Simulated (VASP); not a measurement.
Method: PBE GGA, VASP's PBE PAW potentials (set 64) (plane waves; VASP).

The input files of a VASP run:

### INCAR
```
! general
SYSTEM   =  BAs
PREC     =  Accurate
ENCUT    =  530
LREAL    =  F
LASPH    =  T

! electronic loop
EDIFF    =  1E-6
NELM     =  100
ALGO     =  Normal
LMAXMIX  =  4

! smearing
ISMEAR   =  0
SIGMA    =  0.05

! functional
GGA      =  PE

! ions
IBRION   =  2
NSW      =  60
ISIF     =  3
EDIFFG   =  -0.01

! output
LWAVE    =  F
LCHARG   =  F
```

File POSCAR:
```
BAs
1.0
  0.0000000000   2.4082060436   2.4082060436
  2.4082060436   0.0000000000   2.4082060436
  2.4082060436   2.4082060436   0.0000000000
B As
1 1
Cartesian
  0.0000000000   0.0000000000   0.0000000000
  3.6123090654   3.6123090654   3.6123090654
```

KPOINTS:
```
Automatic mesh
0
Gamma
9 9 9
0 0 0
```

POTCAR, in this order: B As (PBE.64 set). Program: vasp_std.

Q: What does the run give for the energy per atom (σ→0)?

A: 
- energy per atom (σ→0): -5.707 eV/atom

OSZICAR:
```
...
DAV:   6    -0.114724788929E+02    0.53345E+00   -0.17534E+00   576   0.677E+00    0.236E+00
DAV:   7    -0.114192609805E+02    0.53218E-01   -0.18777E-01   800   0.263E+00    0.937E-01
DAV:   8    -0.114126845921E+02    0.65764E-02   -0.21293E-02   608   0.102E+00    0.113E-01
DAV:   9    -0.114130018516E+02   -0.31726E-03   -0.61551E-04   704   0.198E-01    0.637E-02
DAV:  10    -0.114131879671E+02   -0.18612E-03   -0.29808E-04   688   0.127E-01    0.160E-02
DAV:  11    -0.114131940560E+02   -0.60889E-05   -0.12324E-05   832   0.274E-02    0.132E-02
DAV:  12    -0.114131937264E+02    0.32955E-06   -0.24760E-06   576   0.111E-02
   1 F= -.11413194E+02 E0= -.11413194E+02  d E =-.114132E+02
```

The compound is BAs in the zinc blende structure. It was relaxed first. The start is the result of an earlier pass.
